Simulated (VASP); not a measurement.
Runs of VASP 6.6.1 on SiC. The structure is hexagonal, space group P6_3mc (No. 186). The conventional cell has a = 3.094 Å, b = 3.094 Å, c = 15.182 Å, α = 90.00°, β = 90.00°, γ = 120.00°. Si (site symmetry 3m) has 4 C at 1.90 Å as nearest neighbours. Around Si (site symmetry 3m) lie 4 C at 1.89 to 1.90 Å. Si (site symmetry 3m) has 4 C at 1.89 to 1.90 Å as nearest neighbours. C (site symmetry 3m) has 4 Si at 1.89 to 1.90 Å as nearest neighbours. C (site symmetry 3m) has 4 Si at 1.89 to 1.90 Å as nearest neighbours. C (site symmetry 3m) has 4 Si at 1.90 Å as nearest neighbours. The cell was built by a generator and needn't be a form met in nature.

```tsv
cell	target pressure	gap on the mesh (eV)	pressure (GPa)
relaxed to 20 GPa	20 GPa	(a)	20.0
relaxed to 40 GPa	40 GPa	1.99	40.0
relaxed to 60 GPa	60 GPa	1.97	60.0
relaxed	-	2.03	0.0
```

Alike in all rows: task relaxation of cell and atoms; level PBE; potentials or basis VASP PAW PBE potentials, release 64 (Si, C); no spin polarisation; k mesh 8 × 8 × 2; cutoff (eV) 600; smearing fermi-dirac 0.05 eV.

Question: Estimate the missing entries.

Answer: (a) 2.01.

Caveats: the cell is relaxed towards a set pressure, so the enthalpy falls and the energy may rise (some runs).

A k mesh can miss the band edges.
